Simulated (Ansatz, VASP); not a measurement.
## Cross-check of Sn between VASP and Ansatz

One calculation is typed for both programs; each brings its own data sets. How far apart do they land? The structure shown is the end of the Ansatz relaxation below.

Main program and level: Ansatz 0.2.0; plane waves, with VASP 6.6.1 beside it; single point at LDA.

### Step 1. The starting structure

It takes space group I4_1/amd (No. 141, tetragonal). Conventional cell: a = 4.625 Å, b = 4.625 Å, c = 6.278 Å, α = 90.00°, β = 90.00°, γ = 90.00°. Sn has 4 Sn at 2.79 to 2.80 Å nearest.

### Step 2. Ansatz: relaxation, LDA

Ansatz runs on its PAW soft_1 files.

This run makes the geometry at which the two programs are then compared.

Contents of input.yaml:

```yaml
crystal:
  lattice:
    - [0.0, 3.2583943921, 3.1389802289]
    - [3.2583943921, 0.0, 3.1389802289]
    - [3.2583943921, 3.2583943921, 0.0]
  atoms:
    - { symbol: Sn, position: [0.4998809099, 0.4998809099, 0.5000809675] }
    - { symbol: Sn, position: [0.7501190901, 0.7501190901, 0.7499190325] }
  conventional_axes: [[-1, 1, 1], [1, -1, 1], [1, 1, -1]]
kpoints:
  mp_grid: { grid: [12, 12, 12], shift: [0.5, 0.5, 0.5] }
hamiltonian:
  xc: lda
  pseudopotentials: { kind: paw, azcp: { folder: soft_1 }, xc_functional: pbe }
scf:
  occupations: { method: gaussian, width: 0.015 }
output:
  forces: true
  stress: true
  eigenvalues: true
relax:
  adjacent_minimum: "off"
  f_tol: 0.001
  max_steps: 60
  cell: { stress_tol: 0.01, fix: [c, angles] }
```

On the command line:

```console
> ansatz run input.yaml --threads 4 --pin off --max-ram 10240MiB --backend cpu --events-out ev --progress --plain --runs-dir out
```

Numbers of over 12 decimals in the logs are rounded to 6 here.

Output:

```text
Engine: ansatz 0.2.0, aarch64-unknown-linux-gnu
Pseudopotentials: kind: paw
Pseudopotential: Sn, paw, valence charge 14, recommended cutoff 420 eV (normal), soft_1/Sn.paw.azcp
Functional definition: SPW92
  exchange = slater_x
  correlation = pw_c
Crystal: 2 atoms, lattice volume = 66.654 Å³
Basis set: ecut = 420 eV, 1307 PW (Γ)
Bands: 18, of which v1, the nominal top of the filled ones, is band 14 counted from 1 (13 counted from 0)
Symmetry: 4 space group operations
Space group: C2/m (ITA 12), of the structure as read, at distance tolerance 4.1e-5 Å
k-points: 468 of 1728
Non-local potential: Sn, projectors of the file, l = 0: 2, l = 1: 2, l = 2: 2, l = 3: 1
PAW form: soft (Blöchl's): semilocal exchange-correlation on the pseudo side does not see the compensation charge
PAW frozen core: Sn, regenerated for the run's functional, and the local potential with it (the file was generated under x = pbe(κ = 0.804, μ = 0.219515), c = pbe(β = 0.066725))
PAW one-centre angular grid: Sn, 590 points (default); XC on 64 Gauss nodes
Initial density: superposition of atomic densities (chi_scale 0.1, normalization cell)
Initial wavefunctions: pseudopotential atomic-orbital guess
Functional: x = slater, c = lda
SCF iter   1: F=—  HF=-11759.275178 eV  |F-HF|=—  |Δ(HF+E_count)|=         —  Δρ=2.32e-2  dr2=3.98e-1  ethr=3.10e-3  ⟨swp⟩=6.0  Hψ=45783  notcnv=0
preconditioner: auto → none  [insulator: Δε(μ)=0.043 eV  Ē_g=20.029 eV  σ=0.015 eV  W_gap=0.96  n_scr=14 (ndim 8)  ℏωp=24.1 eV  f_vac=0.002  D(μ)=0.02/eV (n_scr^D=0)  ε∞_Penn≈2.4]
SCF iter   2: F=—  HF=-11759.156014 eV  |F-HF|=—  |Δ(HF+E_count)|=   1.19e-1  Δρ=9.67e-3  dr2=6.44e-2  ethr=1.42e-3  ⟨swp⟩=2.0  Hψ=14028  notcnv=0
SCF iter   3: F=—  HF=-11759.140856 eV  |F-HF|=—  |Δ(HF+E_count)|=   1.52e-2  Δρ=1.02e-3  dr2=4.71e-4  ethr=2.30e-4  ⟨swp⟩=2.0  Hψ=12173  notcnv=0
SCF iter   4: F=—  HF=-11759.140991 eV  |F-HF|=—  |Δ(HF+E_count)|=   1.35e-4  Δρ=4.68e-4  dr2=5.58e-5  ethr=1.68e-6  ⟨swp⟩=2.0  Hψ=16578  notcnv=0
SCF iter   5: F=—  HF=-11759.140983 eV  |F-HF|=—  |Δ(HF+E_count)|=   7.74e-6  Δρ=1.66e-4  dr2=6.81e-6  ethr=1.99e-7  ⟨swp⟩=3.0  Hψ=15142  notcnv=0
SCF iter   6: F=—  HF=-11759.140983 eV  |F-HF|=—  |Δ(HF+E_count)|=   1.86e-7  Δρ=3.81e-5  dr2=4.61e-7  ethr=2.43e-8  ⟨swp⟩=2.0  Hψ=13438  notcnv=0
SCF iter   7: F=-11759.140983 eV  HF=-11759.140983 eV  |F-HF|=1.56e-8  |Δ(HF+E_count)|=   8.19e-9  Δρ=8.55e-6  dr2=3.55e-8  ethr=3.57e-10  ⟨swp⟩=4.7  Hψ=32051  notcnv=0
SCF 1 converged in 7 iterations: F = -11759.140983 eV  dr2 = 3.55e-8
  greatest PAW one-centre occupation: 0.992 electrons in one spin orbital (limit 2), on the Sn atom at site 1 (counted from 0), in its partial waves of l = 2
relax step   1: F+E_penalty+E_count = -11759.14098277 eV  Δ(F+E_penalty+E_count) = +0.000e0 eV  max|allowed force component| = 1.032e-3 eV/Å  Δτ_max = 0.0000 Å  P = +0.766 GPa  Ω = 66.654 Å³  fix = [c, alpha, beta, gamma]  reactions: c +1.539 GPa; alpha +0.030, beta +0.030, gamma +0.068 GPa/rad  (7 SCF iters, dr2 threshold 1.00e-7 eV, accepted)
[...]
relax step   2: F+E_penalty+E_count = -11759.14139808 eV  Δ(F+E_penalty+E_count) = -4.153e-4 eV  max|allowed force component| = 2.348e-3 eV/Å  Δτ_max = 0.0002 Å  P = +0.267 GPa  Ω = 67.350 Å³  energy of the carried Pulay correction = -3.254e-5 eV  fix = [c, alpha, beta, gamma]  reactions: c +1.139 GPa; alpha +0.034, beta +0.034, gamma +0.061 GPa/rad  (3 SCF iters, dr2 threshold 2.00e-7 eV, accepted)
[...]
relax step   3: F+E_penalty+E_count = -11759.14152407 eV  Δ(F+E_penalty+E_count) = -1.260e-4 eV  max|allowed force component| = 6.600e-4 eV/Å  Δτ_max = 0.0002 Å  P = +0.419 GPa  Ω = 67.134 Å³  energy of the carried Pulay correction = -2.249e-5 eV  fix = [c, alpha, beta, gamma]  reactions: c +1.261 GPa; alpha +0.034, beta +0.034, gamma +0.070 GPa/rad  (3 SCF iters, dr2 threshold 7.18e-8 eV, accepted)
[...]
relax step   4: F+E_penalty+E_count = -11759.14154732 eV  Δ(F+E_penalty+E_count) = -2.325e-5 eV  max|allowed force component| = 6.601e-4 eV/Å  Δτ_max = 0.0000 Å  P = +0.419 GPa  Ω = 67.134 Å³  fix = [c, alpha, beta, gamma]  reactions: c +1.261 GPa; alpha +0.034, beta +0.034, gamma +0.070 GPa/rad  stress off target by 1.51e-3 GPa on what of the cell is left free  SCF on the basis re-selected at this cell (its energy is not comparable with the rows above)  (5 SCF iters)
basis re-selected at this cell: Δ(F+E_penalty+E_count) = -2.325e-5 eV, ΔP = +0.000 GPa vs the last step (what re-selecting the basis moved, of the pressure what is left beyond the Pulay correction that the steps carried, after the strain that the cell walked since its last selection, with what the two solves' SCF thresholds leave and, on support functions, any second-order correction that the steps lacked; it is no m [...]
SCF converged after 5 iterations
Free energy (F): -11759.141547 eV
Harris-Foulkes:  -11759.141547 eV  (|F-HF|=1.09e-11)
Internal energy: -11759.141525 eV  (E = F + TS)
E sigma→0 (E₀):  -11759.141536 eV
Entropy (-TS):   -0.000022 eV (-0.011 meV/atom)
Fermi energy:    7.795823 eV
--- Per-component energies (eV) ---
  E_band       = -249.232137
  E_kinetic    = 339.560354
  E_local      = -2606.639418  (includes V_loc(G=0)·N_el)
  E_nonlocal   = 299.061823
  E_hartree    = 1266.755429
  E_xc         = -250.198935
  E_vxc        = -162.557233  (∫ρ·V_xc dr)
  E_paw        = -8451.412438  (= ΣΔE_a)
  E_vpaw       = -652.169076  (= ΣTr[D̂ρ^β])
  E_aug_tail   = 0.000543  (compensation charges beyond the density's cutoff)
  E_ewald      = -2357.118665
  E_core_change = 0.849782  (= ΣΔE_core)
  E_smearing   = -0.000022  (= −TS)
  E_closure    = -0.000000  (closes the sum)
  Σ components = -11759.141547   (vs F -11759.141547, Δ=0.00e0)
--- Forces (eV/Å), atoms counted from 1 ---
  atom   1  Sn     0.00029080     0.00029080     0.00066010
  atom   2  Sn    -0.00029080    -0.00029080    -0.00066010
  max |Σ_I F_I| component: 1.08e-19 eV/Å
--- Stress (GPa, compression-positive) ---
       -0.001509      -0.069785      -0.033811
       -0.069785      -0.001509      -0.033811
       -0.033811      -0.033811       1.261029
  P = ⅓ Tr σ = 0.4193 GPa (4.193 kbar)
--- Band table (eV; the first three rows and the last of 468) ---
  k-point 0: bands = [... 10 lower, -2.9888, 6.7276, 7.7324, 7.8618, 8.1069, 9.8719, 10.0453, 10.0587]
  k-point 1: bands = [... 10 lower, -2.8995, 5.8482, 7.5555, 7.6525, 8.4219, 10.1402, 10.2503, 10.4226]
  k-point 2: bands = [... 10 lower, -2.6770, 4.6454, 7.1512, 7.3593, 8.4169, 10.4688, 10.7079, 11.3113]
  k-point 467: bands = [... 10 lower, -1.2972, 1.3642, 5.8797, 6.6307, 8.3313, 10.8635, 11.2762, 13.6153]
--- Relaxed structure (3 steps of the walk, 3 accepted, 1 SCFs on fresh bases) ---
  F+E_penalty+E_count = -11759.14154732 eV   max|allowed force component| = 6.601e-4 eV/Å   (the final SCF, on the basis selected at the relaxed cell)
  cell:  # Å, volume = 67.1343 Å³
    - [0, 3.270115, 3.1389802289]
    - [3.270115, 0, 3.1389802289]
    - [3.270115, 3.270115, 0]
  atoms:
    - { symbol: Sn, position: [0.499878, 0.499878, 0.500064] }
    - { symbol: Sn, position: [0.750122, 0.750122, 0.749936] }
```

(Continued in part 2 of 4.)

[Lines on the potential files, build, host, timing and source positions are cut from VASP's logs without a mark.]

[Logs are printed without paths, hosts, clocks, repeated set-up lines and the standing remarks that a program may print on its own settings, such as how far it seeks lower states.]

[Hosts, paths, dates, database ids (printed as entryN), source tags and the programs' standing remarks are cut or masked in the printed files.]
